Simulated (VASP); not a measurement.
Data:

```
CELL_PARAMETERS angstrom
      0.00000     3.64044     3.64044
      3.64044     0.00000     3.64044
      3.64044     3.64044     0.00000
ATOMIC_POSITIONS crystal
  Sn 0.25000 0.25000 0.25000
  Sn 0.75000 0.75000 0.75000
  Sn 0.50000 0.50000 0.50000
  Ge 0.00000 0.00000 0.00000
```

Calculation: PBEsol GGA, VASP's PBE PAW potentials (set 64) (plane waves; VASP). Numerical set-up: 400 eV cut-off, Gaussian smearing of 0.050 eV, potentials Sn_d Ge_d.

Q: Give the energies of bands 22 to 32 at the high-symmetry points, in eV from the Fermi level.

A: 
```tsv
band	Γ	X	U	L	W
22	-5.83	-8.68	-8.37	-9.46	-8.04
23	-4.73	-6.92	-8.31	-5.62	-7.95
24	-2.13	-6.35	-6.30	-4.81	-7.95
25	-1.59	-4.74	-4.36	-2.46	-2.25
26	-1.59	-4.74	-2.21	-2.46	-1.77
27	-1.59	2.20	-0.20	-2.44	-1.71
28	-1.52	2.41	0.20	-2.44	-1.71
29	-1.52	2.41	1.28	1.03	2.84
30	-1.52	2.48	1.63	1.18	2.84
31	-0.46	2.92	2.71	3.31	3.45
32	-0.46	2.92	4.39	3.31	3.56
```

It has no gap at this level: it comes out as a metal or semimetal.

The structure comes from a computed database's Sn3Ge entry (Fm-3m); how it stands against other phases isn't given here. It was relaxed first, which changed the volume by -5 %. VASP warned that the highest band is occupied, so more bands are needed.
